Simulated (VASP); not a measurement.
```
CELL_PARAMETERS angstrom
      0.00000     3.23990     3.23990
      3.23990     0.00000     3.23990
      3.23990     3.23990     0.00000
ATOMIC_POSITIONS crystal
  In 0.00000 0.00000 0.00000
  Sb 0.25000 0.25000 0.25000
```

Level of theory: optB88-vdW, VASP's PBE PAW potentials (set 64) (plane waves; VASP 6.6.1). Run with 520 eV cut-off, 10×10×10 Γ-centred mesh, first-order Methfessel-Paxton smearing of 0.10 eV, potentials In_d Sb.

Unless said otherwise, spin-orbit coupling is left out, though it shifts the bands of the heavy elements here.

### Question
What does the run give for the energy per atom (σ→0), pressure, band gap (on the k-mesh) with the smallest direct gap where there is one?

### Answer

- band gap (on the k-mesh): none (metal, semimetal or under 0.01 eV)
- energy per atom (σ→0): -0.826 eV/atom
- pressure: 2.75 GPa

Only differences to runs with the same potentials and settings are physical.

The compound is InSb in the zinc blende structure. This cell is one point of a volume scan, at 0.94 of the reference volume.
